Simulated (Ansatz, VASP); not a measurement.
**RbBH4 in two plane-wave programs**

Wanted: the spread between two codes on one cell, functional and k mesh. The cell is taken from a series of runs on this material, whose earlier steps may have relaxed, scaled, displaced or heated it; both programs get it as it stands.

Method: plane waves, with VASP 6.6.1 beside it; zone-centre phonons at PBEsol, in Ansatz 0.2.0.

### Step 1. The structure

It takes space group F-43m (No. 216, cubic). The conventional cell has a = 6.843 Å, b = 6.843 Å, c = 6.843 Å, α = 90.00°, β = 90.00°, γ = 90.00°. Rb has 12 H at 2.89 Å and 6 B at 3.42 Å nearest. B has 4 H at 1.23 Å and 6 Rb at 3.42 Å nearest. H has 1 B at 1.23 Å and 6 H at 2.02 to 2.82 Å and 3 Rb at 2.89 Å nearest. Farther neighbours are not listed.

Structure file:

```cif
data_structure
_symmetry_space_group_name_H-M 'F-43m'
_symmetry_Int_Tables_number 216
_cell_length_a 6.8434
_cell_length_b 6.8434
_cell_length_c 6.8434
_cell_angle_alpha 90.000
_cell_angle_beta 90.000
_cell_angle_gamma 90.000
_cell_volume 320.50
loop_
_atom_site_label
_atom_site_type_symbol
_atom_site_symmetry_multiplicity
_atom_site_Wyckoff_symbol
_atom_site_fract_x
_atom_site_fract_y
_atom_site_fract_z
_atom_site_occupancy
Rb1 Rb 4 a 0.00000 0.00000 0.00000 1
B1 B 4 b 0.00000 0.50000 0.00000 1
H1 H 16 e 0.10412 0.89588 0.60412 1
```

### Step 2. VASP: zone-centre phonons, PBEsol

Second derivatives magnify differences that forces hide, and they need a tight electronic threshold.

Lines of VASP's logs that name or quote its potential files are left out, and so is its time.

INCAR

```
SYSTEM = RbBH4
PREC = Accurate
ENCUT = 500
EDIFF = 1E-08
NELM = 120
ISMEAR = 0
SIGMA = 0.01
LREAL = .FALSE.
ALGO = Normal
GGA = PS
NBANDS = 14
LORBIT = 11
LWAVE = .FALSE.
LCHARG = .FALSE.
ISIF = 2
IBRION = 8
LEPSILON = .TRUE.
LASPH = .TRUE.
GGA_COMPAT = .FALSE.
EFERMI = MIDGAP
KPAR = 2
```

POSCAR

```
RbBH4
1.0
   -3.4217212197      0.0000000000      3.4217212197
    0.0000000000      3.4217212197      3.4217212197
   -3.4217212197      3.4217212197      0.0000000000
Rb B H
1 1 4
Direct
    0.0000000000      0.0000000000      0.0000000000
    0.5000000000      0.5000000000      0.5000000000
    0.6041154285      0.6041154285      0.1876537146
    0.1876537146      0.6041154285      0.6041154285
    0.6041154285      0.1876537146      0.6041154285
    0.6041154285      0.6041154285      0.6041154285
```

KPOINTS

```
Automatic mesh
0
Gamma
6 6 6
0 0 0
```

Potentials, in the order of the species: Rb_sv, B and H (PBE family, release 64).

The run is started by

```bash
> mpirun -np 2 vasp_std
```

Numbers of over 12 decimals in the logs are rounded to 6 here.

The log of the run:

```text
[banner, memory and clock lines left out]
running    2 mpi-ranks, on    1 nodes
 distrk:  each k-point on    1 cores,    2 groups
 distr:  one band on    1 cores,    1 groups

 POSCAR found type information on POSCAR RbB H
 POSCAR found :  3 types and       6 ions
|                                                                             |
|               ----> ADVICE to this user running VASP <----                  |
|                                                                             |
|     You enforced a specific xc type in the INCAR file but a different       |
|     [... a line on the potential file left out ...]
|     I HOPE YOU KNOW WHAT YOU ARE DOING!                                     |
|                                                                             |

 LDA part: xc-table for (Slater+PW92), standard interpolation
 POSCAR, INCAR and KPOINTS ok, starting setup
 FFT: planning ... GRIDC
 FFT: planning ... GRID_SOFT
 FFT: planning ... GRID
 WAVECAR not read
 entering main loop
       N       E                     dE             d eps       ncg     rms          rms(c)
DAV:   1     0.545248694776E+02    0.54525E+02   -0.63486E+03   448   0.937E+02
DAV:   2    -0.225913072232E+02   -0.77116E+02   -0.70726E+02   632   0.169E+02
DAV:   3    -0.267282967764E+02   -0.41370E+01   -0.41216E+01   624   0.399E+01
DAV:   4    -0.268221557368E+02   -0.93859E-01   -0.93842E-01   646   0.536E+00
DAV:   5    -0.268227413852E+02   -0.58565E-03   -0.58565E-03   624   0.444E-01    0.773E+00
DAV:   6    -0.240442829813E+02    0.27785E+01   -0.26568E+00   550   0.108E+01    0.416E+00
DAV:   7    -0.235011169911E+02    0.54317E+00   -0.16906E+00   580   0.810E+00    0.173E+00
DAV:   8    -0.234846483975E+02    0.16469E-01   -0.35378E-01   514   0.330E+00    0.464E-01
DAV:   9    -0.234771001926E+02    0.75482E-02   -0.26919E-02   584   0.874E-01    0.284E-01
DAV:  10    -0.234810278224E+02   -0.39276E-02   -0.84704E-03   516   0.490E-01    0.667E-02
DAV:  11    -0.234815744813E+02   -0.54666E-03   -0.61657E-04   514   0.155E-01    0.372E-02
DAV:  12    -0.234817576662E+02   -0.18318E-03   -0.31082E-04   496   0.111E-01    0.252E-02
DAV:  13    -0.234817456182E+02    0.12048E-04   -0.27863E-05   586   0.385E-02    0.524E-03
DAV:  14    -0.234817462885E+02   -0.67038E-06   -0.70051E-06   514   0.178E-02    0.271E-03
DAV:  15    -0.234817461990E+02    0.89571E-07   -0.41661E-07   620   0.445E-03    0.998E-04
DAV:  16    -0.234817462224E+02   -0.23407E-07   -0.61386E-08   562   0.161E-03    0.408E-04
DAV:  17    -0.234817462014E+02    0.20988E-07   -0.13754E-08   404   0.908E-04    0.965E-05
DAV:  18    -0.234817462001E+02    0.13108E-08   -0.16418E-09   398   0.282E-04
   1 F= -.23481746E+02 E0= -.23481746E+02  d E =0.000000E+00
 Linear response reoptimize wavefunctions to high precision
DAV:   1    -0.234817462024E+02   -0.23101E-08   -0.36178E-10   374   0.131E-04
DAV:   2    -0.234817462024E+02    0.24329E-10   -0.67799E-11   278   0.466E-05
 Linear response G [H, r] |phi>, progress :
  Direction:   1
       N       E                     dE             d eps       ncg     rms
RMM:   1    -0.551638995936E+02   -0.55164E+02    0.36735E+02   923   0.880E+01
RMM:   2    -0.564536129580E+02   -0.12897E+01   -0.66283E+00   881   0.168E+01
RMM:   3    -0.566515249701E+02   -0.19791E+00   -0.11327E+00  1002   0.430E+00
RMM:   4    -0.566963722455E+02   -0.44847E-01   -0.21164E-01  1058   0.155E+00
RMM:   5    -0.567021783614E+02   -0.58061E-02   -0.31853E-02  1050   0.583E-01
RMM:   6    -0.567035756005E+02   -0.13972E-02   -0.10538E-02  1087   0.262E-01
RMM:   7    -0.567037311031E+02   -0.15550E-03    0.45252E-03  1102   0.124E-01
RMM:   8    -0.567038861653E+02   -0.15506E-03    0.33925E-04  1110   0.580E-02
RMM:   9    -0.567039003279E+02   -0.14163E-04    0.16086E-03  1093   0.279E-02
RMM:  10    -0.567038963840E+02    0.39439E-05   -0.51628E-04  1056   0.138E-02
RMM:  11    -0.567038880069E+02    0.83770E-05    0.43848E-04  1030   0.714E-03
RMM:  12    -0.567038823029E+02    0.57040E-05    0.13225E-04   972   0.342E-03
RMM:  13    -0.567038791443E+02    0.31586E-05    0.11215E-04   914   0.180E-03
RMM:  14    -0.567038772709E+02    0.18734E-05   -0.31750E-06   837   0.102E-03
RMM:  15    -0.567038762065E+02    0.10644E-05    0.45830E-05   752   0.603E-04
RMM:  16    -0.567038756820E+02    0.52449E-06   -0.46990E-06   693   0.398E-04
RMM:  17    -0.567038753613E+02    0.32069E-06    0.24664E-07   644   0.290E-04
RMM:  18    -0.567038752106E+02    0.15071E-06    0.10919E-05   624   0.233E-04
RMM:  19    -0.567038750413E+02    0.16933E-06   -0.49823E-07   594   0.202E-04
RMM:  20    -0.567038750398E+02    0.14668E-08    0.19959E-05   575   0.183E-04
RMM:  21    -0.567038750386E+02    0.12387E-08   -0.11050E-05   556   0.173E-04
RMM:  22    -0.567038750385E+02    0.31925E-10    0.21238E-06   517   0.166E-04
[...]
RMM:   8    -0.322818685679E+00   -0.11319E-06    0.44300E-06  1009   0.204E-03
RMM:   9    -0.322818706896E+00   -0.21216E-07   -0.37495E-06   977   0.759E-04
RMM:  10    -0.322818710153E+00   -0.32578E-08    0.16925E-06   906   0.368E-04
RMM:  11    -0.322818710231E+00   -0.78007E-10   -0.62767E-07   781   0.148E-04
RMM:  12    -0.322818713520E+00   -0.32891E-08    0.23440E-07   692   0.846E-05
[...]
RMM:  13    -0.352984791855E+00   -0.81289E-07    0.23798E-07  3002   0.202E-04    0.111E-05
RMM:  14    -0.352984797030E+00   -0.51749E-08    0.18383E-07  2338   0.814E-05    0.465E-06
 change of polarisation eV/A/(eV/A) component  2 :    -0.026     0.624     0.017
 dielectric tensor                  component  2 :    -0.060     2.410     0.038
 Linear response to external field, progress :
  Direction:   3
       N       E                     dE             d eps       ncg     rms          rms(c)
RMM:   1    -0.345545003081E+00   -0.34555E+00   -0.49921E-01  2815   0.307E+00
RMM:   2    -0.352845474845E+00   -0.73005E-02   -0.35117E-02  2778   0.833E-01    0.990E-01
RMM:   3    -0.325774446670E+00    0.27071E-01   -0.36687E-02  2534   0.101E+00    0.511E-01
RMM:   4    -0.339586388317E+00   -0.13812E-01   -0.32369E-02  2564   0.929E-01    0.142E-01
RMM:   5    -0.350581396474E+00   -0.10995E-01   -0.24416E-03  2766   0.292E-01    0.356E-02
RMM:   6    -0.352449498519E+00   -0.18681E-02   -0.51747E-04  2962   0.111E-01    0.920E-03
RMM:   7    -0.352836155408E+00   -0.38666E-03    0.51911E-06  3081   0.372E-02    0.601E-03
RMM:   8    -0.353006118227E+00   -0.16996E-03   -0.38835E-06  2820   0.176E-02    0.203E-03
RMM:   9    -0.352981005818E+00    0.25112E-04    0.25226E-05  3214   0.710E-03    0.519E-04
RMM:  10    -0.352983754568E+00   -0.27488E-05    0.18165E-06  3024   0.305E-03    0.870E-05
RMM:  11    -0.352985063420E+00   -0.13089E-05    0.23890E-06  3320   0.123E-03    0.917E-05
RMM:  12    -0.352984908794E+00    0.15463E-06    0.10868E-07  3094   0.434E-04    0.517E-05
RMM:  13    -0.352984948160E+00   -0.39366E-07    0.15221E-06  2976   0.199E-04    0.113E-05
RMM:  14    -0.352984969188E+00   -0.21029E-07    0.78136E-08  2341   0.803E-05    0.484E-06
 change of polarisation eV/A/(eV/A) component  3 :    -0.024     0.019     0.624
 dielectric tensor                  component  3 :    -0.054     0.043     2.410
 Linear response DOF=           3
 Linear response progress:
  Degree of freedom:   1/  3
       N       E                     dE             d eps       ncg     rms          rms(c)
RMM:   1    -0.230496305972E+00   -0.23050E+00    0.15904E-01  2441   0.268E+00
RMM:   2    -0.235745558150E+00   -0.52493E-02   -0.20228E-02  2451   0.649E-01    0.295E-02
RMM:   3    -0.237317342921E+00   -0.15718E-02   -0.30984E-03  3074   0.223E-01    0.239E-02
RMM:   4    -0.237425095097E+00   -0.10775E-03   -0.73349E-05  3011   0.378E-02    0.191E-02
RMM:   5    -0.237556651064E+00   -0.13156E-03   -0.17701E-05  2611   0.241E-02    0.226E-03
RMM:   6    -0.237543515693E+00    0.13135E-04   -0.23685E-06  3113   0.691E-03    0.103E-03
RMM:   7    -0.237545845436E+00   -0.23297E-05   -0.43897E-07  3040   0.302E-03    0.351E-04
RMM:   8    -0.237545159758E+00    0.68568E-06   -0.14374E-07  3287   0.118E-03    0.719E-05
RMM:   9    -0.237545149673E+00    0.10086E-07    0.10121E-07  3359   0.483E-04    0.227E-05
RMM:  10    -0.237545163442E+00   -0.13770E-07   -0.29785E-08  3327   0.193E-04    0.141E-05
RMM:  11    -0.237545119766E+00    0.43677E-07   -0.14560E-07  3281   0.833E-05    0.126E-05
RMM:  12    -0.237545119888E+00   -0.12288E-09   -0.43239E-11  3261   0.385E-05    0.690E-06
 first order change of Fermi-energy  -0.97651E-01
 force on displaced ion       1 direction 1 :  -1.339  -0.000  -0.000
 Born effective charge ion    1 direction 1 :   1.166   0.000   0.000
 Linear response progress:
  Degree of freedom:   2/  3
       N       E                     dE             d eps       ncg     rms          rms(c)
RMM:   1    -0.493395677800E-01   -0.49340E-01    0.54916E-02  2929   0.112E+00
RMM:   2    -0.466854289858E-01    0.26541E-02   -0.27578E-03  2346   0.276E-01    0.169E-01
RMM:   3    -0.464028421152E-01    0.28259E-03   -0.77590E-04  2335   0.106E-01    0.855E-02
RMM:   4    -0.467370295425E-01   -0.33419E-03   -0.63737E-04  2314   0.939E-02    0.115E-02
RMM:   5    -0.466966152666E-01    0.40414E-04   -0.34950E-05  2555   0.256E-02    0.292E-03
RMM:   6    -0.467170622801E-01   -0.20447E-04   -0.92354E-06  2883   0.767E-03    0.110E-03
RMM:   7    -0.467136986010E-01    0.33637E-05   -0.14284E-06  2683   0.371E-03    0.441E-04
RMM:   8    -0.467178935681E-01   -0.41950E-05    0.35999E-08  2936   0.142E-03    0.142E-04
RMM:   9    -0.467178232970E-01    0.70271E-07   -0.16795E-06  2912   0.704E-04    0.435E-05
RMM:  10    -0.467177276328E-01    0.95664E-07    0.21291E-07  3166   0.259E-04    0.380E-05
RMM:  11    -0.467175512218E-01    0.17641E-06    0.72732E-07  3013   0.125E-04    0.601E-06
RMM:  12    -0.467175723841E-01   -0.21162E-07   -0.23644E-07  3256   0.563E-05    0.298E-06
RMM:  13    -0.467175512565E-01    0.21128E-07    0.25986E-07  3177   0.260E-05    0.108E-06
RMM:  14    -0.467175544675E-01   -0.32109E-08   -0.40749E-08  3161   0.134E-05    0.610E-07
 first order change of Fermi-energy   0.15447E+01
 force on displaced ion       2 direction 1 : -29.141  -0.000  -0.000
 Born effective charge ion    2 direction 1 :   0.157   0.000   0.000
 Linear response progress:
  Degree of freedom:   3/  3
       N       E                     dE             d eps       ncg     rms          rms(c)
RMM:   1    -0.185695056108E-01   -0.18570E-01   -0.12323E-02  3789   0.589E-01
RMM:   2    -0.172442930509E-01    0.13252E-02   -0.86673E-04  3421   0.143E-01    0.130E-01
RMM:   3    -0.173955921414E-01   -0.15130E-03   -0.33811E-04  3460   0.746E-02    0.688E-02
RMM:   4    -0.178955839084E-01   -0.49999E-03   -0.14676E-04  3544   0.544E-02    0.183E-02
RMM:   5    -0.180674671843E-01   -0.17188E-03   -0.12597E-05  3682   0.194E-02    0.273E-03
RMM:   6    -0.180867517636E-01   -0.19285E-04    0.10610E-07  4227   0.582E-03    0.104E-03
RMM:   7    -0.180866937650E-01    0.57999E-07   -0.39586E-07  4228   0.254E-03    0.277E-04
RMM:   8    -0.180873540374E-01   -0.66027E-06    0.66077E-07  4547   0.991E-04    0.110E-04
RMM:   9    -0.180871377072E-01    0.21633E-06   -0.20110E-08  4647   0.407E-04    0.388E-05
RMM:  10    -0.180871680748E-01   -0.30368E-07    0.22979E-07  4794   0.177E-04    0.177E-05
RMM:  11    -0.180870896190E-01    0.78456E-07   -0.71844E-08  4947   0.816E-05    0.538E-06
RMM:  12    -0.180870994725E-01   -0.98534E-08    0.87288E-08  5009   0.391E-05    0.224E-06
 first order change of Fermi-energy  -0.29076E+00
 force on displaced ion       3 direction 1 :  -8.035   5.253  -5.253
 Born effective charge ion    3 direction 1 :  -0.330   0.143  -0.143
 Born effective charges drift removed
 Linear response finished
```

(Continued in part 2 of 3.)

[Lines on the potential files, build, host, timing and source positions are cut from VASP's logs without a mark.]

[Logs are printed without paths, hosts, clocks, repeated set-up lines and the standing remarks that a program may print on its own settings, such as how far it seeks lower states.]

[Hosts, paths, dates, database ids (printed as entryN), source tags and the programs' standing remarks are cut or masked in the printed files.]
